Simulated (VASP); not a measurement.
Level of theory: AM05 GGA, VASP's PBE PAW potentials (set 64) (plane waves; VASP).

Input for VASP

POSCAR:
```
PtAl2
1
    0.0000000000     3.0025197070     3.0025197070
    3.0025197070     0.0000000000     3.0025197070
    3.0025197070     3.0025197070     0.0000000000
Al Pt
2 1
Direct
  0.2500000000   0.2500000000   0.2500000000
  0.7500000000   0.7500000000   0.7500000000
  0.0000000000   0.0000000000   0.0000000000
```

File KPOINTS:
```
Regular mesh
0
gamma
  9 9 9
```

**INCAR**
```
# general
SYSTEM  = PtAl2
PREC    = Accurate
ENCUT   = 520
LREAL   = F
LASPH   = T

# electronic loop
EDIFF   = 1E-7
NELM    = 100
ALGO    = Normal
LMAXMIX = 6

# smearing
ISMEAR  = 1
SIGMA   = 0.1

# functional
GGA     = AM

# ions
ISIF    = 2

# output
LWAVE   = F
LCHARG  = F
```

POTCAR, in this order: Al Pt (PBE.64 set). Program: vasp_std.

Output

### OUTCAR
```
 ion  position               nearest neighbor table
   1  0.250  0.250  0.250-   3 2.60   3 2.60   3 2.60   3 2.60   2 3.00   2 3.00   2 3.00   2 3.00
                             2 3.00   2 3.00
   2  0.750  0.750  0.750-   3 2.60   3 2.60   3 2.60   3 2.60   1 3.00   1 3.00   1 3.00   1 3.00
                             1 3.00   1 3.00
   3  0.000  0.000  0.000-   2 2.60   2 2.60   2 2.60   1 2.60   2 2.60   1 2.60   1 2.60   1 2.60
  LATTYP: Found a face centered cubic cell.
 ALAT       =     6.0050394140
 Subroutine PRICEL returns:
 Original cell was already a primitive cell.
 Subroutine GETGRP returns: Found 48 space group operations
The static configuration has the point symmetry O_h .
The dynamic configuration has the point symmetry O_h .
 Subroutine INISYM returns: Found 48 space group operations
 Subroutine IBZKPT returns following result:
 Found     35 irreducible k-points:

 Following reciprocal coordinates:
            Coordinates               Weight
  0.000000  0.000000  0.000000      1.000000
  0.111111  0.000000  0.000000      8.000000
  0.222222  0.000000  0.000000      8.000000
  0.333333  0.000000  0.000000      8.000000
  0.444444  0.000000  0.000000      8.000000
  0.111111  0.111111  0.000000      6.000000
  0.222222  0.111111  0.000000     24.000000
  0.333333  0.111111  0.000000     24.000000
  0.444444  0.111111  0.000000     24.000000
 -0.444444  0.111111  0.000000     24.000000
 -0.333333  0.111111  0.000000     24.000000
 -0.222222  0.111111  0.000000     24.000000
 -0.111111  0.111111  0.000000     12.000000
  0.222222  0.222222  0.000000      6.000000
  0.333333  0.222222  0.000000     24.000000
  0.444444  0.222222  0.000000     24.000000
 -0.444444  0.222222  0.000000     24.000000
 -0.333333  0.222222  0.000000     24.000000
 -0.222222  0.222222  0.000000     12.000000
  0.333333  0.333333  0.000000      6.000000
  0.444444  0.333333  0.000000     24.000000
 -0.444444  0.333333  0.000000     24.000000
 -0.333333  0.333333  0.000000     12.000000
  0.444444  0.444444  0.000000      6.000000
 -0.444444  0.444444  0.000000     12.000000
  0.333333  0.222222  0.111111     24.000000
  0.444444  0.222222  0.111111     48.000000
 -0.444444  0.222222  0.111111     48.000000
  0.444444  0.333333  0.111111     24.000000
 -0.444444  0.333333  0.111111     48.000000
 -0.333333  0.333333  0.111111     48.000000
 -0.222222  0.333333  0.111111     24.000000
 -0.444444  0.444444  0.111111     24.000000
 -0.333333  0.444444  0.111111     24.000000
 -0.333333  0.444444  0.222222     24.000000
   k-points           NKPTS =     35   k-points in BZ     NKDIM =     35   number of bands    NBANDS=     12
   number of dos      NEDOS =    301   number of ions     NIONS =      3
   total plane-waves  NPLWV =  32768
   dimension x,y,z NGX =    32 NGY =   32 NGZ =   32
   dimension x,y,z NGXF=    64 NGYF=   64 NGZF=   64
   ions per type =               2   1
   PREC   = accura    normal or accurate (medium, high low for compatibility)
   ISTART =      0    job   : 0-new  1-cont  2-samecut
   ICHARG =      2    charge: 1-file 2-atom 10-const
   ISPIN  =      1    spin polarized calculation?
   LNONCOLLINEAR =      F non collinear calculations
   LSORBIT =      F    spin-orbit coupling
   INIWAV =      1    electr: 0-lowe 1-rand  2-diag
   ENCUT  =  520.0 eV  38.22 Ry    6.18 a.u.   7.90  7.90  7.90*2*pi/ulx,y,z
   NELM   =    100;   NELMIN=  2; NELMDL= -5     # of ELM steps
   EDIFF  = 0.1E-06   stopping-criterion for ELM
   LREAL  =      F    real-space projection
   NLSPLINE    = F    spline interpolate recip. space projectors
   LMAXMIX     =    6 max onsite mixed and CHGCAR
   VOSKOWN=      0    Vosko Wilk Nusair interpolation
   EDIFFG = 0.1E-05   stopping-criterion for IOM
...
```

OSZICAR:
```
       N       E                     dE             d eps       ncg     rms          rms(c)
DAV:   1     0.521707382550E+02    0.52171E+02   -0.67245E+03   848   0.113E+03
DAV:   2    -0.155196035759E+02   -0.67690E+02   -0.59998E+02  1004   0.184E+02
DAV:   3    -0.176620379374E+02   -0.21424E+01   -0.21134E+01  1068   0.331E+01
DAV:   4    -0.176827796495E+02   -0.20742E-01   -0.20734E-01   988   0.379E+00
DAV:   5    -0.176830970251E+02   -0.31738E-03   -0.31735E-03  1056   0.494E-01    0.799E+00
DAV:   6    -0.172288957667E+02    0.45420E+00   -0.24516E+00   976   0.152E+01    0.218E+00
DAV:   7    -0.171387579937E+02    0.90138E-01   -0.21201E-01   924   0.467E+00    0.159E+00
DAV:   8    -0.171034061601E+02    0.35352E-01   -0.40187E-02   960   0.189E+00    0.245E-01
DAV:   9    -0.171033885002E+02    0.17660E-04   -0.19717E-03   984   0.419E-01    0.151E-01
DAV:  10    -0.171035976738E+02   -0.20917E-03   -0.40956E-04   908   0.163E-01    0.203E-02
DAV:  11    -0.171036037118E+02   -0.60380E-05   -0.25991E-05  1028   0.507E-02    0.944E-03
DAV:  12    -0.171036105811E+02   -0.68693E-05   -0.13897E-05   900   0.255E-02    0.149E-03
DAV:  13    -0.171036106320E+02   -0.50941E-07   -0.27868E-07  1056   0.461E-03
   1 F= -.17103611E+02 E0= -.17104157E+02  d E =0.164053E-02
```

**OUTCAR**
```
------------------------ aborting loop because EDIFF is reached ----------------------------------------
  FORCE on cell =-STRESS in cart. coord.  units (eV):
  Direction    XX          YY          ZZ          XY          YZ          ZX
  --------------------------------------------------------------------------------------
  Total       -2.4271278     -2.4271278     -2.4271278     -0.0000000     -0.0000000      0.0000000
  in kB      -71.8316153    -71.8316153    -71.8316153     -0.0000000     -0.0000000      0.0000000
  external PRESSURE =     -71.8316153 kB  Pullay stress =       0.0000000 kB
  volume of cell :       54.14
      direct lattice vectors                 reciprocal lattice vectors
     0.000000000  3.002519707  3.002519707    -0.166526800  0.166526800  0.166526800
     3.002519707  0.000000000  3.002519707     0.166526800 -0.166526800  0.166526800
     3.002519707  3.002519707  0.000000000     0.166526800  0.166526800 -0.166526800
 POSITION                                       TOTAL-FORCE (eV/Angst)
 -----------------------------------------------------------------------------------
      1.50126      1.50126      1.50126         0.000000      0.000000      0.000000
      4.50378      4.50378      4.50378        -0.000000     -0.000000     -0.000000
      0.00000      0.00000      0.00000         0.000000     -0.000000      0.000000
 -----------------------------------------------------------------------------------
    total drift:                                0.000000     -0.000000      0.000000
  FREE ENERGIE OF THE ION-ELECTRON SYSTEM (eV)
  ---------------------------------------------------
  free  energy   TOTEN  =       -17.1036106320 eV

  energy  without entropy=      -17.1052511592  energy(sigma->0) =      -17.10415747
```
(Selected blocks of OUTCAR.)

The compound is PtAl2 in the fluorite structure. This cell is one point of a volume scan, at 1.06 of the reference volume.
